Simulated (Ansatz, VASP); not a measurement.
# CoSb2O6: VASP beside Ansatz

Aim: how closely do two programs agree when they are given the same cell, functional and k mesh? The cell is taken from a series of runs on this material, whose earlier steps may have relaxed, scaled, displaced or heated it; both programs get it as it stands.

Program: Ansatz 0.2.0. Level of theory: plane waves, with VASP 6.6.1 beside it; relaxation of cell and atoms at PBEsol. Results are calculated unless marked as measured.

### Step 1. Set-up

The structure is tetragonal, space group P4_2/mnm (No. 136). The conventional cell has a = 4.661 Å, b = 4.661 Å, c = 9.378 Å, α = 90.00°, β = 90.00°, γ = 90.00°. Nearest to Co lie 6 O at 2.01 to 2.04 Å. Nearest to Sb lie 6 O at 2.00 to 2.03 Å. Nearest to O lie 2 Sb at 2.00 to 2.01 Å and 1 Co at 2.04 Å. Nearest to O lie 1 Co at 2.01 Å and 2 Sb at 2.03 Å. Farther neighbours and most contacts between anions are not listed.

### Step 2. Ansatz: relaxation of cell and atoms, PBEsol

Ansatz runs on its PAW soft_1 files.

The relaxed volume is the usual yardstick between codes: in a stiff, nearly cubic crystal its relative difference is about their pressure difference at one cell divided by the bulk modulus.

File input.yaml:

```yaml
crystal:
  lattice:
    - [4.6607798211, 0.0, 0.0]
    - [0.0, 4.6607798211, 0.0]
    - [0.0, 0.0, 9.3782056616]
  atoms:
    - { symbol: Co, position: [0.0, 0.0, 0.0], spin: 2.73 }
    - { symbol: Co, position: [0.5, 0.5, 0.5], spin: 2.73 }
    - { symbol: Sb, position: [0.0, 0.0, 0.3325639753] }
    - { symbol: Sb, position: [0.5, 0.5, 0.8325639753] }
    - { symbol: Sb, position: [0.5, 0.5, 0.1674360247] }
    - { symbol: Sb, position: [0.0, 0.0, 0.6674360247] }
    - { symbol: O, position: [0.3048049164, 0.3048049164, 0.3312143374] }
    - { symbol: O, position: [0.1951950836, 0.8048049164, 0.8312143374] }
    - { symbol: O, position: [0.6951950836, 0.6951950836, 0.3312143374] }
    - { symbol: O, position: [0.8048049164, 0.1951950836, 0.8312143374] }
    - { symbol: O, position: [0.8048049164, 0.1951950836, 0.1687856626] }
    - { symbol: O, position: [0.6951950836, 0.6951950836, 0.6687856626] }
    - { symbol: O, position: [0.1951950836, 0.8048049164, 0.1687856626] }
    - { symbol: O, position: [0.3048049164, 0.3048049164, 0.6687856626] }
    - { symbol: O, position: [0.3050922677, 0.3050922677, 0.0] }
    - { symbol: O, position: [0.1949077323, 0.8050922677, 0.5] }
    - { symbol: O, position: [0.6949077323, 0.6949077323, 0.0] }
    - { symbol: O, position: [0.8050922677, 0.1949077323, 0.5] }
kpoints:
  mp_grid: { grid: [8, 8, 4] }
hamiltonian:
  xc: pbesol
  pseudopotentials: { kind: paw, azcp: { folder: soft_1 }, xc_functional: pbe }
scf:
  occupations: { method: gaussian, width: 0.15 }
output:
  forces: true
  stress: true
  eigenvalues: true
  populations: true
magnetization:
  spin_polarized: true
relax:
  adjacent_minimum: "off"
  f_tol: 0.001
  max_steps: 60
  cell: { stress_tol: 0.01 }
```

On the command line:

```console
> ansatz run input.yaml --threads 16 --pin off --max-ram 61440MiB --backend cuda --events-out ev --progress --plain --runs-dir out --max-vram 78GiB
```

Numbers of over 12 decimals in the logs are rounded to 6 here.

Log:

```text
Engine: ansatz 0.2.0, aarch64-unknown-linux-gnu
Pseudopotentials: kind: paw
Pseudopotential: Co, paw, valence charge 17, recommended cutoff 420 eV (normal), soft_1/Co.paw.azcp
Pseudopotential: Sb, paw, valence charge 15, recommended cutoff 420 eV (normal), soft_1/Sb.paw.azcp
Pseudopotential: O, paw, valence charge 6, recommended cutoff 420 eV (normal), soft_1/O.paw.azcp
Functional definition: PBEsol
  exchange = pbesol_x
  correlation = pbesol_c
[...]
Crystal: 18 atoms, lattice volume = 203.722 Å³
Basis set: ecut = 420 eV, 3959 PW (Γ), exchange–correlation on 64×64×128 points (8 copies of the dense FFT grid, shifted against one another)
Bands: 104, of which v1, the nominal top of the filled ones, is band 83 counted from 1 (82 counted from 0)
Symmetry: 16 space group operations
Space group: P42/mnm (ITA 136), of the structure as read, at distance tolerance 5.9e-5 Å
Magnetic group: BNS 136.495 (UNI 1155), of the structure as read, at distance tolerance 5.9e-5 Å
k-points: 45 of 256
Non-local potential: Co, projectors of the file, l = 0: 3, l = 1: 2, l = 2: 3, l = 3: 1
Non-local potential: Sb, projectors of the file, l = 0: 2, l = 1: 2, l = 2: 2, l = 3: 1
Non-local potential: O, projectors of the file, l = 0: 2, l = 1: 2, l = 2: 1
PAW form: soft (Blöchl's): semilocal exchange-correlation on the pseudo side does not see the compensation charge
PAW frozen core: Co, regenerated for the run's functional, and the local potential with it (the file was generated under x = pbe(κ = 0.804, μ = 0.219515), c = pbe(β = 0.066725))
PAW frozen core: Sb, regenerated for the run's functional, and the local potential with it (the file was generated under x = pbe(κ = 0.804, μ = 0.219515), c = pbe(β = 0.066725))
PAW frozen core: O, regenerated for the run's functional, and the local potential with it (the file was generated under x = pbe(κ = 0.804, μ = 0.219515), c = pbe(β = 0.066725))
PAW one-centre angular grid: Co, 590 points (default); XC on 64 Gauss nodes
PAW one-centre angular grid: Sb, 590 points (default); XC on 64 Gauss nodes
PAW one-centre angular grid: O, 110 points (default); XC on 64 Gauss nodes
Initial density: superposition of atomic densities (chi_scale 0.1, normalization cell, long waves kept (reshape's long-wave potential 0.02 eV rms))
Starting moments: Σ|m| = 5.46 μB on 2 of 18 sites
Initial wavefunctions: pseudopotential atomic-orbital guess
[...]
Functional: x = pbesol(κ = 0.804, μ = 0.123457), c = pbesol(β = 0.046)
SCF iter   1: F=—  HF=-42544.173853 eV  |F-HF|=—  |Δ(HF+E_count)|=         —  Δρ=7.42e-2 (↑6.84e-2 ↓7.42e-2)  dr2=3.64e1  dr2_m=4.47e-1  M=5.988 μB ∫|m|=5.990 μB  β_m=0.30  ethr=3.10e-3  ⟨swp⟩=5.2  Hψ=39767  notcnv=0  defer=391
Mixer restart at iter 1: flushing history
preconditioner: auto → Kerker (q_TF=auto, 2.637 Å⁻¹)  [metal: Δε(μ)=0.006 eV  Ē_g=19.381 eV  σ=0.150 eV  W_gap=0.02  n_scr=54 (ndim 8)  ℏωp=31.9 eV  f_vac=0.000  D(μ)=10.87/eV (n_scr^D=116)]
spin=Collinear: Kerker preconditioning applied to the charge; magnetization (m = ρ↑ − ρ↓) channel mixes plain (no charge-response kernel on spin).
SCF iter   2: F=—  HF=-42543.121749 eV  |F-HF|=—  |Δ(HF+E_count)|=    1.05e0  Δρ=3.74e-2 (↑3.74e-2 ↓3.62e-2)  dr2=1.24e1  dr2_m=2.03e-1  M=5.999 μB ∫|m|=6.015 μB  β_m=0.43  ethr=3.10e-3  ⟨swp⟩=2.5  Hψ=18987  notcnv=0  defer=1354
[...]
SCF iter  15: F=-42541.453493 eV  HF=-42541.453493 eV  |F-HF|=2.41e-8  |Δ(HF+E_count)|=   1.43e-8  Δρ=3.06e-6 (↑1.23e-6 ↓3.06e-6)  dr2=2.73e-8  dr2_m=1.81e-9  M=6.159 μB ∫|m|=6.265 μB  ethr=6.02e-11  ⟨swp⟩=2.0  Hψ=25032  notcnv=0
SCF 1 converged in 15 iterations: F = -42541.453493 eV  dr2 = 2.73e-8
  greatest PAW one-centre occupation: 1.003 electrons in one spin orbital (limit 2), on the Co atom at site 1 (counted from 0), in its partial waves of l = 1
relax step   1: F+E_penalty+E_count = -42541.45349312 eV  Δ(F+E_penalty+E_count) = +0.000e0 eV  max|allowed force component| = 2.712e-3 eV/Å  Δτ_max = 0.0000 Å  P = +0.018 GPa  Ω = 203.722 Å³  (15 SCF iters, dr2 threshold 1.00e-7 eV, accepted)
[...]
Crystal: 18 atoms, lattice volume = 203.736 Å³
[...]
SCF 2 converged in 8 iterations: F = -42541.453451 eV  dr2 = 2.13e-10
[...]
SCF 3 converged in 9 iterations: F = -42541.453437 eV  dr2 = 7.72e-12
[...]
SCF 4 converged in 8 iterations: F = -42541.453499 eV  dr2 = 1.88e-12
[...]
SCF 5 converged in 7 iterations: F = -42541.453496 eV  dr2 = 5.29e-10
[...]
SCF 6 converged in 7 iterations: F = -42541.453509 eV  dr2 = 6.26e-13
[...]
SCF converged after 7 iterations
[...]
k-point 2 ↑: bands = ["-85.2236", "-85.2236", "-49.0205", "-49.0205", "-48.7783", "-48.7783", "-48.0620", "-48.0620", "-19.1165", "-19.1165", "-19.0956", "-19.0956", "-19.0010", "-19.0010", "-18.9993", "-18.9993", "-18.9168", "-18.9168", "-18.8622", "-18.8622", "-18.8612", "-18.8612", "-18.8589", "-18.8589", "-18.8423", "-18.8423", "-18.8339", "-18.8339", "-9.9441", "-9.9441", "-8.4169", "-8.4169", "-7.7893", "-7.7 [...]
  k-point 44 ↓: bands = ["-82.0704", "-82.0704", "-45.6872", "-45.6872", "-45.6178", "-45.6178", "-45.3346", "-45.3346", "-19.0930", "-19.0930", "-19.0837", "-19.0837", "-19.0217", "-19.0217", "-18.9991", "-18.9991", "-18.9193", "-18.9193", "-18.8583", "-18.8583", "-18.8550", "-18.8550", "-18.8494", "-18.8494", "-18.8457", "-18.8457", "-18.8301", "-18.8301", "-9.0116", "-9.0116", "-8.2765", "-8.2765", "-7.8411", "-7. [...]
--- Relaxed structure (4 steps of the walk, 4 accepted, 2 SCFs on fresh bases) ---
  F+E_penalty+E_count = -42541.45350942 eV   max|allowed force component| = 5.613e-4 eV/Å   (the final SCF, on the basis selected at the relaxed cell)
  cell:  # Å, volume = 203.7408 Å³
    - [4.661150, 0.0, 0.0]
    - [0.0, 4.661150, 0.0]
    - [0.0, 0.0, 9.377602]
  atoms:
    - { symbol: Co, position: [0, 0, 0] }
    - { symbol: Co, position: [0.5, 0.5, 0.500000] }
    - { symbol: Sb, position: [0, 0, 0.332568] }
    - { symbol: Sb, position: [0.5, 0.5, 0.832568] }
    - { symbol: Sb, position: [0.5, 0.5, 0.167432] }
    - { symbol: Sb, position: [0, 0, 0.667432] }
    - { symbol: O, position: [0.304806, 0.304806, 0.331228] }
    - { symbol: O, position: [0.195194, 0.804806, 0.831228] }
    - { symbol: O, position: [0.695194, 0.695194, 0.331228] }
    - { symbol: O, position: [0.804806, 0.195194, 0.831228] }
    - { symbol: O, position: [0.804806, 0.195194, 0.168772] }
    - { symbol: O, position: [0.695194, 0.695194, 0.668772] }
    - { symbol: O, position: [0.195194, 0.804806, 0.168772] }
    - { symbol: O, position: [0.304806, 0.304806, 0.668772] }
    - { symbol: O, position: [0.305076, 0.305076, 0] }
    - { symbol: O, position: [0.194924, 0.805076, 0.500000] }
    - { symbol: O, position: [0.694924, 0.694924, 0] }
    - { symbol: O, position: [0.805076, 0.194924, 0.500000] }
--- Löwdin populations: 18 sites ---
  site symbol       q [e]    m [muB]
     0     Co     15.7249     2.5804
     1     Co     15.7249     2.5804
     2     Sb     12.8715     0.0065
     3     Sb     12.8715     0.0065
     4     Sb     12.8715     0.0065
     5     Sb     12.8715     0.0065
     6      O      6.8432     0.0761
     7      O      6.8432     0.0761
     8      O      6.8432     0.0761
     9      O      6.8432     0.0761
    10      O      6.8432     0.0761
    11      O      6.8432     0.0761
    12      O      6.8432     0.0761
    13      O      6.8432     0.0761
    14      O      6.8214     0.0882
    15      O      6.8214     0.0882
    16      O      6.8214     0.0882
    17      O      6.8214     0.0882
  spilling = 0.006220 (of n_electrons = 166.000000)
```

(Continued in part 2 of 2.)

[Lines on the potential files, build, host, timing and source positions are cut from VASP's logs without a mark.]

[Logs are printed without paths, hosts, clocks, repeated set-up lines and the standing remarks that a program may print on its own settings, such as how far it seeks lower states.]

[Hosts, paths, dates, database ids (printed as entryN), source tags and the programs' standing remarks are cut or masked in the printed files.]
